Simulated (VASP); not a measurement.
These are r2SCAN meta-GGA, VASP's PBE PAW potentials (set 64) (plane waves; VASP 6.6.1) values and carry that method's errors.

VASP input:

**KPOINTS**
```
kpoints
0
Gamma
 17 17 9
```

POSCAR:
```
Be
1
    2.2659438307     0.0000000000     0.0000000000
   -1.1329719154     1.9623647518     0.0000000000
    0.0000000000     0.0000000000     3.5614860735
Be
2
Direct
  0.6666670000   0.3333330000   0.7500000000
  0.3333330000   0.6666670000   0.2500000000
```

INCAR:
```
! general
SYSTEM  = Be
PREC    = Accurate
ENCUT   = 480
LREAL   = .False.
LASPH   = .True.

! electronic loop
EDIFF   = 1E-6
NELM    = 100
ALGO    = Normal
LMIXTAU = .True.

! smearing
ISMEAR  = 1
SIGMA   = 0.1

! functional
METAGGA = R2SCAN

! ions
IBRION  = 2
NSW     = 60
ISIF    = 3
EDIFFG  = -0.01

! output
LWAVE   = .False.
LCHARG  = .False.
```

POTCAR, in this order: Be (PBE.64 set). Program: vasp_std.

Task: What will the output report for the number of irreducible k-points (NKPTS), largest plane-wave count, number of space-group operations, FFT grid (NGX, NGY, NGZ)?

Result: 
```json
{
 "number of irreducible k-points (NKPTS)": "165",
 "largest_plane_wave_count": "386",
 "number_of_space_group_operations": "24",
 "FFT grid (NGX, NGY, NGZ)": "16 × 16 × 28"
}
```

The compound is Be in the hcp structure. It was relaxed first. The start is the result of an earlier pass.
